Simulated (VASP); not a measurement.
Given:

```
CdSe
1.0
    4.34805     0.00000     0.00000
   -2.17403     3.76553     0.00000
    0.00000     0.00000     7.08238
Cd Se
2 2
Direct
  0.33333   0.66667   0.00000
  0.66667   0.33333   0.50000
  0.33333   0.66667   0.37600
  0.66667   0.33333   0.87600
```

Calculation: r2SCAN meta-GGA, VASP's PBE PAW potentials (set 64) (plane waves; VASP). Numerical set-up: PREC = Normal, EDIFF = 1E-5, 400 eV cut-off, 8×8×4 Γ-centred mesh, Gaussian smearing of 0.050 eV, potentials Cd Se.

### Question
What does the run give for the energy per atom (σ→0)?

### Answer

energy per atom (σ→0): -17.957 eV/atom

Total energies compare only between runs with the same potentials, cut-off and functional.

The compound is CdSe in the wurtzite structure. It was relaxed first.
